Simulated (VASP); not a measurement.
Consider the following.

```xyz
6
Lattice="-3.2744 3.2744 2.5805 3.2744 -3.2744 2.5805 3.2744 3.2744 -2.5805" Properties=species:S:1:pos:R:3 pbc="T T T"
Hf     1.0261     2.2484     2.5805
Hf     2.2484     1.0261     0.0000
Hf     1.0261     4.3005     0.0000
Hf     2.2484    -1.0261     2.5805
Si     0.0000     0.0000     3.8708
Si     0.0000     0.0000     1.2903
```

The numbers are results of r2SCAN meta-GGA, VASP's PBE PAW potentials (set 64) (plane waves; VASP 6.6.1), not measurements. Run with 400 eV cut-off, 9×9×9 Γ-centred mesh, tetrahedra with Blöchl corrections, potentials Hf_pv Si.

**Question.** Give the energies of bands 14 to 27 at the high-symmetry points, in eV from the Fermi level.

**Answer.** 
```json
[
 {"band": "14", "Γ": "-6.33", "X": "-6.43", "M": "-6.00", "Z": "-7.40", "P": "-9.12", "N": "-9.18"},
 {"band": "15", "Γ": "-4.35", "X": "-5.83", "M": "-5.39", "Z": "-5.25", "P": "-4.82", "N": "-4.23"},
 {"band": "16", "Γ": "-3.83", "X": "-5.07", "M": "-5.39", "Z": "-5.25", "P": "-4.82", "N": "-4.23"},
 {"band": "17", "Γ": "-3.51", "X": "-2.73", "M": "-5.23", "Z": "-3.70", "P": "-2.57", "N": "-3.38"},
 {"band": "18", "Γ": "-3.51", "X": "-2.51", "M": "-2.66", "Z": "-2.70", "P": "-2.57", "N": "-3.38"},
 {"band": "19", "Γ": "-1.56", "X": "-2.31", "M": "-2.16", "Z": "-2.17", "P": "-1.35", "N": "-1.17"},
 {"band": "20", "Γ": "-1.56", "X": "-2.23", "M": "-2.16", "Z": "-2.17", "P": "-1.35", "N": "-1.17"},
 {"band": "21", "Γ": "-1.44", "X": "-1.60", "M": "-0.91", "Z": "-1.11", "P": "-0.92", "N": "-0.85"},
 {"band": "22", "Γ": "-1.44", "X": "-1.20", "M": "-0.56", "Z": "-0.30", "P": "-0.92", "N": "-0.85"},
 {"band": "23", "Γ": "-1.19", "X": "-0.86", "M": "0.08", "Z": "-0.09", "P": "-0.73", "N": "-0.57"},
 {"band": "24", "Γ": "-1.02", "X": "-0.56", "M": "0.34", "Z": "0.59", "P": "-0.73", "N": "-0.57"},
 {"band": "25", "Γ": "2.18", "X": "1.40", "M": "0.40", "Z": "0.59", "P": "0.30", "N": "0.18"},
 {"band": "26", "Γ": "2.26", "X": "1.46", "M": "0.40", "Z": "0.83", "P": "0.30", "N": "0.18"},
 {"band": "27", "Γ": "2.30", "X": "1.84", "M": "1.42", "Z": "1.00", "P": "2.35", "N": "2.14"}
]
```

It has no gap at this level: it comes out as a metal or semimetal.

The structure comes from a computed database's Hf2Si entry (I4/mcm); how it stands against other phases isn't given here. It was relaxed first.
